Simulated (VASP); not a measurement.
```
Si
1.0
    0.00000     2.73427     2.73427
    2.73427     0.00000     2.73427
    2.73427     2.73427     0.00000
Si
2
Direct
  0.00000   0.00000   0.00000
  0.25000   0.25000   0.25000
```

These are PBE GGA, VASP's PBE PAW potentials (set 64) (plane waves; VASP) values and carry that method's errors. Settings: 520 eV cut-off, 8×8×8 Γ-centred mesh, Gaussian smearing of 0.050 eV, potentials Si.

Problem. Predict the energy per atom (σ→0).

Solution. 
| Item | Value |
|---|---|
| energy per atom (σ→0) | -523.2 kJ/mol of atoms |

Total energies compare only between runs with the same potentials, cut-off and functional.

The compound is Si in the diamond structure. It was relaxed first.
